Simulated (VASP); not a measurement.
## Se (relaxed from the simple-cubic structure, space group Pm-3m): computed properties

Computed with r2SCAN meta-GGA, VASP's PBE PAW potentials (set 64) (plane waves; VASP).

* **space group**: Pm-3m (221)
* **cell**: a = 2.8140 Å, b = 2.8140 Å, c = 2.8140 Å, α = 90.00°, β = 90.00°, γ = 90.00°
* **volume per atom**: 22.28 Å^3/atom
* **band gap (over mesh and band path)**: none (metal, semimetal or under 0.01 eV)
* **band gap with spin-orbit coupling**: none (metallic)
* **density**: 5.88 g/cm³

```yaml
crystal:
  lattice:
    - [2.81405, 0.00000, 0.00000]
    - [0.00000, 2.81405, 0.00000]
    - [0.00000, 0.00000, 2.81405]
  atoms:
    - { symbol: Se, position: [0.00000, 0.00000, 0.00000] }
```

The structure was generated: Se was put into the simple-cubic type (Pm-3m), which need not be its known phase. It was relaxed first. Symmetry was kept, so distortions that lower it aren't found.
